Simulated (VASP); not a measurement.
OSZICAR of a VASP run on Hg₃MgTe₄ (ordered alloy cell):

OSZICAR:
```
       N       E                     dE             d eps       ncg     rms          rms(c)
DAV:   1     0.345165756327E+03    0.34517E+03   -0.22521E+04  1488   0.115E+03
DAV:   2     0.189186239168E+00   -0.34498E+03   -0.33543E+03  1749   0.273E+02
DAV:   3    -0.205432694831E+02   -0.20732E+02   -0.20591E+02  1743   0.674E+01
DAV:   4    -0.208903615623E+02   -0.34709E+00   -0.34678E+00  1873   0.820E+00
DAV:   5    -0.208947273683E+02   -0.43658E-02   -0.43655E-02  1768   0.100E+00    0.127E+01
DAV:   6    -0.199643646078E+02    0.93036E+00   -0.24773E+00  1678   0.141E+01    0.101E+01
DAV:   7    -0.199392907137E+02    0.25074E-01   -0.10379E+00  1648   0.430E+00    0.433E+00
DAV:   8    -0.199287749290E+02    0.10516E-01   -0.10140E-01  1610   0.256E+00    0.125E+00
DAV:   9    -0.199290028992E+02   -0.22797E-03   -0.10327E-02  1690   0.901E-01    0.459E-01
DAV:  10    -0.199287472334E+02    0.25567E-03   -0.14632E-03  1699   0.262E-01    0.106E-01
DAV:  11    -0.199288306472E+02   -0.83414E-04   -0.13490E-03  1657   0.239E-01    0.920E-02
DAV:  12    -0.199287716769E+02    0.58970E-04   -0.28627E-04  1626   0.135E-01    0.524E-02
DAV:  13    -0.199287722013E+02   -0.52443E-06   -0.46349E-05  1653   0.251E-02    0.176E-02
DAV:  14    -0.199287749552E+02   -0.27539E-05   -0.52778E-06  1637   0.112E-02    0.174E-02
DAV:  15    -0.199287752208E+02   -0.26565E-06   -0.49653E-07  1593   0.423E-03    0.363E-03
DAV:  16    -0.199287754577E+02   -0.23684E-06   -0.34343E-07  1295   0.218E-03    0.594E-03
DAV:  17    -0.199287753933E+02    0.64382E-07   -0.81677E-08   948   0.137E-03
   1 F= -.19928775E+02 E0= -.19928775E+02  d E =0.000000E+00
```

Q: Which electronic solver shows in the log?

A: It is blocked Davidson (ALGO = Normal, or the opening steps of other solvers). The INCAR had ALGO = Normal.

Q: Can the final energy be trusted as converged?

A: The calculation finished and met its thresholds. It stopped with EDIFF = 1E-7, NELM = 100 (PBEsol GGA, plane waves, VASP's PBE PAW potentials (set 64)).

The structure was generated: Hg3MgTe4 was put into an ordered model structure (P-43m), which need not be its known phase. It was relaxed first.
